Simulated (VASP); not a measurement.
Computed with PBE GGA, VASP's PBE PAW potentials (set 64) (plane waves; VASP).

Input for VASP

KPOINTS:
```
Automatic mesh
0
Gamma
10 10 10
0 0 0
```

POSCAR:
```
MgS
1
   -0.0000000000     2.6113088339     2.6113088339
    2.6113088339    -0.0000000000     2.6113088339
    2.6113088339     2.6113088339    -0.0000000000
Mg S
1 1
Direct
  0.0000000000   0.0000000000   0.0000000000
  0.5000000000   0.5000000000   0.5000000000
```

INCAR:
```
! general
SYSTEM = MgS
PREC   = Normal
ENCUT  = 400   ! plane-wave cut-off (eV)
LREAL  = .False.
LASPH  = .True.

! electronic loop
EDIFF  = 1E-5   ! SCF stop (eV)
NELM   = 100   ! most electronic steps
NELMIN = 4
ALGO   = Fast   ! Davidson, then RMM-DIIS

! smearing
ISMEAR = 0   ! Gaussian
SIGMA  = 0.05   ! width (eV)

! functional
GGA    = PE

! ions
IBRION = 2
NSW    = 20
ISIF   = 2   ! forces and stress, cell fixed
EDIFFG = -0.03

! output
LWAVE  = .False.
LCHARG = .False.
```

POTCAR, in this order: Mg S (PBE.64 set). Program: vasp_std.

What will the output report for the number of irreducible k-points (NKPTS), largest plane-wave count, number of space-group operations, FFT grid (NGX, NGY, NGZ)?

The number of irreducible k-points (NKPTS) is 47. The largest plane-wave count is 659, the number of space-group operations is 48 and the FFT grid (NGX, NGY, NGZ) is 18 × 18 × 18.

The compound is MgS in the rock salt structure. It was relaxed first.
